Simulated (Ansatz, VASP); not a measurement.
# HfC: VASP beside Ansatz

Aim: how closely do two programs agree when they are given the same cell, functional and k mesh? The cell is taken from a series of runs on this material, whose earlier steps may have relaxed, scaled, displaced or heated it; both programs get it as it stands.

Main program and level: Ansatz 0.2.0; plane waves, with VASP 6.6.1 beside it; zone-centre phonons at PBEsol.

## Step 1: The starting structure

Symmetry: I4/mmm, No. 139, tetragonal system. Conventional cell: a = 3.253 Å, b = 3.253 Å, c = 4.653 Å, α = 90.00°, β = 90.00°, γ = 90.00°. Nearest to C lie 6 Hf at 2.30 to 2.33 Å. Nearest to Hf lie 6 C at 2.30 to 2.33 Å. Farther neighbours are not listed.

## Step 2: VASP: zone-centre phonons, PBEsol

Second derivatives magnify differences that forces hide, and they need a tight electronic threshold.

Lines of VASP's logs that name or quote its potential files are left out, and so is its time.

File INCAR:

```
SYSTEM = HfC
PREC = Accurate
ENCUT = 600
EDIFF = 1E-08
NELM = 120
ISMEAR = 1
SIGMA = 0.2
LREAL = .FALSE.
ALGO = Normal
GGA = PS
NBANDS = 13
LASPH = .TRUE.
LORBIT = 11
LWAVE = .FALSE.
LCHARG = .FALSE.
ISIF = 2
IBRION = 8
GGA_COMPAT = .FALSE.
KPAR = 2
```

File POSCAR:

```
HfC
1.0
    0.0000000000      2.2998963103      2.3266158712
    2.2998963103      0.0000000000      2.3266158712
    2.2998963103      2.2998963103      0.0000000000
C Hf
1 1
Direct
    0.0000000000      0.0000000000      0.0000000000
    0.5000000000      0.5000000000      0.5000000000
```

File KPOINTS:

```
Automatic mesh
0
Gamma
16 16 16
0 0 0
```

PAW data sets: C and Hf_pv (PBE family, release 64).

Run with:

```
> mpirun -np 2 vasp_std
```

Numbers of over 12 decimals in the logs are rounded to 6 here.

The program printed:

```text
[banner, memory and clock lines left out]
running    2 mpi-ranks, on    1 nodes
 distrk:  each k-point on    1 cores,    2 groups
 distr:  one band on    1 cores,    1 groups

 POSCAR found type information on POSCAR C Hf
 POSCAR found :  2 types and       2 ions
|                                                                             |
|               ----> ADVICE to this user running VASP <----                  |
|                                                                             |
|     You enforced a specific xc type in the INCAR file but a different       |
|     [... a line on the potential file left out ...]
|     I HOPE YOU KNOW WHAT YOU ARE DOING!                                     |
|                                                                             |

 LDA part: xc-table for (Slater+PW92), standard interpolation
 POSCAR, INCAR and KPOINTS ok, starting setup
 FFT: planning ... GRIDC
 FFT: planning ... GRID_SOFT
 FFT: planning ... GRID
 WAVECAR not read
 entering main loop
       N       E                     dE             d eps       ncg     rms          rms(c)
DAV:   1     0.239039379500E+02    0.23904E+02   -0.85927E+03  9106   0.119E+03
DAV:   2    -0.233455074792E+02   -0.47249E+02   -0.44377E+02 11476   0.219E+02
DAV:   3    -0.250697390967E+02   -0.17242E+01   -0.17148E+01 11361   0.297E+01
DAV:   4    -0.250792710171E+02   -0.95319E-02   -0.95308E-02 10134   0.263E+00
DAV:   5    -0.250793358650E+02   -0.64848E-04   -0.64848E-04 11273   0.201E-01    0.602E+01
DAV:   6    -0.222647992468E+02    0.28145E+01   -0.12157E+01 10464   0.186E+01    0.425E+01
DAV:   7    -0.222092896977E+02    0.55510E-01   -0.54286E-01 10364   0.529E+00    0.239E+01
DAV:   8    -0.221978245689E+02    0.11465E-01   -0.59183E-02 10974   0.194E+00    0.503E+00
DAV:   9    -0.221926021469E+02    0.52224E-02   -0.24016E-02 10689   0.854E-01    0.190E+00
DAV:  10    -0.221921700983E+02    0.43205E-03   -0.17688E-03 10967   0.308E-01    0.625E-02
DAV:  11    -0.221921664548E+02    0.36435E-05   -0.82212E-05 10534   0.837E-02    0.162E-02
DAV:  12    -0.221921658800E+02    0.57481E-06   -0.32372E-06 11450   0.148E-02    0.966E-03
DAV:  13    -0.221921657276E+02    0.15234E-06   -0.26094E-07 11087   0.364E-03    0.216E-03
DAV:  14    -0.221921657102E+02    0.17418E-07   -0.21643E-08  9774   0.120E-03    0.114E-03
DAV:  15    -0.221921657251E+02   -0.14885E-07   -0.40069E-09  5282   0.558E-04    0.116E-04
DAV:  16    -0.221921657261E+02   -0.98862E-09   -0.49547E-10  4762   0.213E-04
   1 F= -.22192166E+02 E0= -.22191926E+02  d E =-.719585E-03
 Linear response reoptimize wavefunctions to high precision
DAV:   1    -0.221921657243E+02    0.17624E-08   -0.29847E-11  5427   0.507E-05
DAV:   2    -0.221921657243E+02    0.11141E-10   -0.37813E-12  4662   0.169E-05
 Linear response DOF=           4
 Linear response progress:
  Degree of freedom:   1/  4
       N       E                     dE             d eps       ncg     rms          rms(c)
RMM:   1    -0.123041248096E+00   -0.12304E+00    0.28252E-02 35645   0.190E+00
RMM:   2    -0.118838245660E+00    0.42030E-02   -0.35055E-03 25895   0.356E-01    0.441E-01
RMM:   3    -0.119209655080E+00   -0.37141E-03   -0.66796E-04 23748   0.148E-01    0.232E-01
RMM:   4    -0.120144689323E+00   -0.93503E-03   -0.39729E-04 24299   0.111E-01    0.395E-02
RMM:   5    -0.120143828516E+00    0.86081E-06   -0.10739E-05 26757   0.243E-02    0.116E-02
RMM:   6    -0.120143863956E+00   -0.35440E-07   -0.40266E-07 28459   0.430E-03    0.456E-03
RMM:   7    -0.120132690529E+00    0.11173E-04   -0.94238E-08 27245   0.213E-03    0.264E-03
RMM:   8    -0.120135851398E+00   -0.31609E-05   -0.10916E-08 28789   0.712E-04    0.400E-04
RMM:   9    -0.120135226178E+00    0.62522E-06    0.14854E-09 30008   0.134E-04    0.174E-04
RMM:  10    -0.120135211118E+00    0.15060E-07   -0.29587E-09 30798   0.312E-05    0.310E-05
RMM:  11    -0.120135208011E+00    0.31067E-08   -0.78106E-10 29493   0.861E-06    0.756E-06
 first order change of Fermi-energy  -0.10987E-02
 force on displaced ion       1 direction 1 :  -8.578   0.000   0.000
 Linear response progress:
  Degree of freedom:   2/  4
       N       E                     dE             d eps       ncg     rms          rms(c)
RMM:   1    -0.121387976956E+00   -0.12139E+00    0.35731E-02 19918   0.186E+00
RMM:   2    -0.118263590581E+00    0.31244E-02   -0.30906E-03 14556   0.339E-01    0.388E-01
RMM:   3    -0.118632693377E+00   -0.36910E-03   -0.60340E-04 13196   0.142E-01    0.203E-01
RMM:   4    -0.119539538199E+00   -0.90684E-03   -0.38235E-04 13589   0.109E-01    0.362E-02
RMM:   5    -0.119540349775E+00   -0.81158E-06   -0.99590E-06 14985   0.233E-02    0.110E-02
RMM:   6    -0.119539702110E+00    0.64766E-06   -0.39165E-07 15862   0.423E-03    0.455E-03
RMM:   7    -0.119529590516E+00    0.10112E-04   -0.81099E-08 15281   0.197E-03    0.268E-03
RMM:   8    -0.119532199389E+00   -0.26089E-05   -0.10110E-08 16085   0.683E-04    0.408E-04
RMM:   9    -0.119531858984E+00    0.34041E-06    0.15567E-09 16936   0.119E-04    0.177E-04
RMM:  10    -0.119531836782E+00    0.22201E-07   -0.87155E-10 17020   0.291E-05    0.210E-05
RMM:  11    -0.119531832718E+00    0.40642E-08   -0.20475E-09 16341   0.910E-06    0.490E-06
 first order change of Fermi-energy   0.26413E-02
 force on displaced ion       1 direction 3 :   0.000   0.000  -7.355
 Linear response progress:
  Degree of freedom:   3/  4
       N       E                     dE             d eps       ncg     rms          rms(c)
RMM:   1    -0.215035013674E+00   -0.21504E+00    0.37671E+00 17914   0.120E+01
RMM:   2    -0.211251741399E+00    0.37833E-02   -0.31562E-02 24898   0.130E+00    0.538E-01
RMM:   3    -0.210496006796E+00    0.75573E-03   -0.97210E-04 31235   0.159E-01    0.226E-01
RMM:   4    -0.209972097265E+00    0.52391E-03   -0.83878E-05 33390   0.569E-02    0.138E-01
RMM:   5    -0.209516476120E+00    0.45562E-03   -0.31282E-05 33169   0.409E-02    0.139E-02
RMM:   6    -0.209509149444E+00    0.73267E-05   -0.33204E-06 33610   0.108E-02    0.638E-03
RMM:   7    -0.209517273668E+00   -0.81242E-05   -0.11171E-06 35920   0.245E-03    0.640E-03
RMM:   8    -0.209517391316E+00   -0.11765E-06   -0.23403E-06 35397   0.577E-04    0.201E-03
RMM:   9    -0.209517843241E+00   -0.45193E-06   -0.23570E-06 37073   0.276E-04    0.482E-05
RMM:  10    -0.209518176873E+00   -0.33363E-06   -0.15183E-06 35811   0.906E-05    0.169E-05
RMM:  11    -0.209518244365E+00   -0.67493E-07   -0.71830E-07 38798   0.338E-05    0.261E-05
RMM:  12    -0.209518261759E+00   -0.17394E-07   -0.36523E-07 36006   0.138E-05    0.251E-05
RMM:  13    -0.209518270551E+00   -0.87924E-08   -0.18515E-07 30951   0.688E-06    0.941E-06
RMM:  14    -0.209518270175E+00    0.37630E-09   -0.10356E-07 24377   0.399E-06    0.913E-06
RMM:  15    -0.209518274292E+00   -0.41174E-08   -0.53278E-08 23071   0.270E-06    0.491E-06
 first order change of Fermi-energy   0.13774E-02
 force on displaced ion       2 direction 1 :  -8.579   0.000   0.000
 Linear response progress:
  Degree of freedom:   4/  4
       N       E                     dE             d eps       ncg     rms          rms(c)
RMM:   1    -0.215769713825E+00   -0.21577E+00    0.36630E+00 10205   0.119E+01
RMM:   2    -0.212440094602E+00    0.33296E-02   -0.31083E-02 14030   0.128E+00    0.494E-01
RMM:   3    -0.211733456148E+00    0.70664E-03   -0.93946E-04 17346   0.153E-01    0.198E-01
RMM:   4    -0.211245192478E+00    0.48826E-03   -0.74977E-05 18693   0.529E-02    0.126E-01
RMM:   5    -0.210792680840E+00    0.45251E-03   -0.28354E-05 18411   0.393E-02    0.127E-02
RMM:   6    -0.210782178240E+00    0.10503E-04    0.11784E-07 18920   0.101E-02    0.525E-03
RMM:   7    -0.210792579032E+00   -0.10401E-04   -0.33168E-06 19799   0.237E-03    0.562E-03
RMM:   8    -0.210792893870E+00   -0.31484E-06   -0.42867E-06 19626   0.554E-04    0.167E-03
RMM:   9    -0.210793146446E+00   -0.25258E-06   -0.25452E-06 20510   0.264E-04    0.971E-05
RMM:  10    -0.210793480652E+00   -0.33421E-06   -0.17143E-06 19790   0.886E-05    0.143E-05
RMM:  11    -0.210793540313E+00   -0.59661E-07   -0.77847E-07 21630   0.316E-05    0.313E-05
RMM:  12    -0.210793554451E+00   -0.14139E-07   -0.37955E-07 19629   0.114E-05    0.212E-05
RMM:  13    -0.210793562254E+00   -0.78032E-08   -0.19371E-07 16598   0.572E-06    0.436E-06
RMM:  14    -0.210793561498E+00    0.75641E-09   -0.10301E-07 13064   0.335E-06    0.604E-06
RMM:  15    -0.210793562898E+00   -0.14001E-08   -0.53492E-08 12015   0.226E-06    0.193E-06
 first order change of Fermi-energy  -0.23738E-02
 force on displaced ion       2 direction 3 :   0.000   0.000  -7.359
 Linear response finished
```

OUTCAR, selected parts (step 2):

```text
ion  position               nearest neighbor table
   1  0.000  0.000  0.000-   2 2.30   2 2.30   2 2.30   2 2.30   2 2.33   2 2.33
   2  0.500  0.500  0.500-   1 2.30   1 2.30   1 2.30   1 2.30   1 2.33   1 2.33

  LATTYP: Found a body centered tetragonal cell.
 ALAT       =     3.2525445541
 C/A-ratio  =     1.4306435054

 Subroutine GETGRP returns: Found 16 space group operations
 (whereof 16 operations were pure point group operations)

The static configuration has the point symmetry D_4h.

 Found    349 irreducible k-points:

   k-points           NKPTS =    349   k-points in BZ     NKDIM =    349   number of bands    NBANDS=     13

   dimension x,y,z NGX =    28 NGY =   28 NGZ =   28
   dimension x,y,z NGXF=    56 NGYF=   56 NGZF=   56

   ENCUT  =  600.0 eV  44.10 Ry    6.64 a.u.   6.53  6.53  6.50*2*pi/ulx,y,z

   NELECT =      14.0000    total number of electrons

 k-points in reciprocal lattice and weights: Automatic mesh
   0.00000000  0.00000000  0.00000000       0.000
   0.06250000  0.00000000  0.00000000       0.002
   0.12500000  0.00000000  0.00000000       0.002
   0.18750000  0.00000000  0.00000000       0.002
   0.25000000  0.00000000  0.00000000       0.002
   0.31250000  0.00000000  0.00000000       0.002
   0.37500000  0.00000000  0.00000000       0.002
   0.43750000  0.00000000  0.00000000       0.002
   0.50000000  0.00000000  0.00000000       0.001
[...]
-0.31250000  0.18750000  0.50000000       0.001
  -0.25000000  0.25000000  0.50000000       0.000

 average (electrostatic) potential at core
       1 -47.7041       2 -34.9980

  Total       -0.0648869     -0.0648869     -0.8080325      0.0000000      0.0000000      0.0000000
  in kB       -4.2237336     -4.2237336    -52.5978763      0.0000000      0.0000000      0.0000000
  external PRESSURE =     -20.3484479 kB  Pullay stress =       0.0000000 kB

  energy-cutoff  :      600.00
  volume of cell :       24.61
      direct lattice vectors                 reciprocal lattice vectors
     0.000000000  2.299896310  2.326615871    -0.217401105  0.217401105  0.214904405
     2.299896310  0.000000000  2.326615871     0.217401105 -0.217401105  0.214904405
     2.299896310  2.299896310  0.000000000     0.217401105  0.217401105 -0.214904405

 POSITION                                       TOTAL-FORCE (eV/Angst)
 -----------------------------------------------------------------------------------
      0.00000      0.00000      0.00000         0.000000      0.000000     -0.000000
      2.29990      2.29990      2.32662        -0.000000     -0.000000      0.000000
 -----------------------------------------------------------------------------------
    total drift:                                0.000000      0.000000      0.000000

 Eigenvectors and eigenvalues of the dynamical matrix
 ----------------------------------------------------

   1 f  =   13.648551 THz    85.756376 2PiTHz  455.266662 cm-1    56.445847 meV
             X         Y         Z           dx          dy          dz
      0.000000  0.000000  0.000000     0.000000    0.967958    0.000000
      2.299896  2.299896  2.326616     0.000000   -0.251113    0.000000

   2 f  =   13.648551 THz    85.756376 2PiTHz  455.266662 cm-1    56.445847 meV
             X         Y         Z           dx          dy          dz
      0.000000  0.000000  0.000000     0.967958    0.000000    0.000000
      2.299896  2.299896  2.326616    -0.251113    0.000000    0.000000

   3 f  =   12.638733 THz    79.411500 2PiTHz  421.582745 cm-1    52.269575 meV
             X         Y         Z           dx          dy          dz
      0.000000  0.000000  0.000000     0.000000    0.000000    0.967945
      2.299896  2.299896  2.326616     0.000000    0.000000   -0.251163

   4 f/i=    0.000230 THz     0.001446 2PiTHz    0.007677 cm-1     0.000952 meV
             X         Y         Z           dx          dy          dz
      0.000000  0.000000  0.000000    -0.251113    0.000000    0.000000
      2.299896  2.299896  2.326616    -0.967958    0.000000    0.000000

   5 f/i=    0.000230 THz     0.001446 2PiTHz    0.007677 cm-1     0.000952 meV
             X         Y         Z           dx          dy          dz
      0.000000  0.000000  0.000000     0.000000   -0.251113    0.000000
      2.299896  2.299896  2.326616     0.000000   -0.967958    0.000000

   6 f/i=    0.000864 THz     0.005430 2PiTHz    0.028825 cm-1     0.003574 meV
             X         Y         Z           dx          dy          dz
      0.000000  0.000000  0.000000     0.000000    0.000000   -0.251163
      2.299896  2.299896  2.326616     0.000000    0.000000   -0.967945

 ELASTIC MODULI CONTR FROM IONIC RELAXATION (kBar)
 Direction    XX          YY          ZZ          XY          YZ          ZX
 --------------------------------------------------------------------------------
 XX           0.0000      0.0000      0.0000      0.0000      0.0000      0.0000
 YY           0.0000      0.0000      0.0000      0.0000      0.0000      0.0000
 ZZ           0.0000      0.0000      0.0000      0.0000      0.0000      0.0000
 XY           0.0000      0.0000      0.0000      0.0000      0.0000      0.0000
 YZ           0.0000      0.0000      0.0000      0.0000      0.0000      0.0000
 ZX           0.0000      0.0000      0.0000      0.0000      0.0000      0.0000
 --------------------------------------------------------------------------------
```

(Continued in part 2 of 2.)

[Lines on the potential files, build, host, timing and source positions are cut from VASP's logs without a mark.]

[Logs are printed without paths, hosts, clocks, repeated set-up lines and the standing remarks that a program may print on its own settings, such as how far it seeks lower states.]

[Hosts, paths, dates, database ids (printed as entryN), source tags and the programs' standing remarks are cut or masked in the printed files.]
